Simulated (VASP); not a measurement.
```
GdN
1.0
    0.00000     2.46954     2.46954
    2.46954     0.00000     2.46954
    2.46954     2.46954     0.00000
Gd N
1 1
Direct
  0.00000   0.00000   0.00000
  0.50000   0.50000   0.50000
```

Calculation: PBE GGA with D3 dispersion (zero damping), VASP's PBE PAW potentials (set 64) (plane waves; VASP). Numerical set-up: 520 eV cut-off, 12×12×12 Γ-centred mesh, first-order Methfessel-Paxton smearing of 0.10 eV, potentials Gd_3 N.

The 4f electrons are frozen in the core of the lanthanide potential, so 4f levels, which can set the real gap, and their magnetism are missing.

**Question.** What does the run give for the energy per atom (σ→0), band gap (on the k-mesh) with the smallest direct gap where there is one?

**Answer.** 
The band gap (on the k-mesh) is none (metal, semimetal or under 0.01 eV) and the energy per atom (σ→0) is -8.377 eV/atom.

Total energies compare only between runs with the same potentials, cut-off and functional.

The compound is GdN in the rock salt structure. It was relaxed first. The start is the result of an earlier pass.
